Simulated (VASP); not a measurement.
Consider the following.

```
CELL_PARAMETERS angstrom
      3.92000     0.00000     0.00000
      0.00000     5.54372     0.00000
      0.00000     0.00000    20.15780
ATOMIC_POSITIONS crystal
  Ti 0.97886 0.60387 0.46903
  Ti 0.00452 0.14031 0.60036
  Pt 0.51760 0.38572 0.39701
  Pt 0.00687 0.12380 0.46603
  Pt 0.46708 0.87288 0.39420
  Pt 0.53146 0.89250 0.53513
  Pt 0.99168 0.61160 0.59971
  Pt 0.50194 0.36933 0.53852
```

All values below come from PBEsol GGA, VASP's PBE PAW potentials (set 64) (plane waves; VASP). Numerical set-up: 300 eV cut-off, 5×3×1 Γ-centred mesh, Gaussian smearing of 0.14 eV, potentials Ti_sv Pt.

The cell holds a wide vacuum, so values per volume refer to the whole cell. Unless said otherwise, spin-orbit coupling is left out, though it shifts the bands of the heavy elements here.

Q: What does the run give for the energy per atom (σ→0), largest force, band gap (on the k-mesh) with the smallest direct gap where there is one?

A: 
- band gap (on the k-mesh) = none (metal, semimetal or under 0.01 eV)
- energy per atom (σ→0) = -7.236 eV/atom
- largest force = 0.07493 Ry/bohr

Only differences to runs with the same potentials and settings are physical.

The cell is a sheet with vacuum, built from a generated structure.
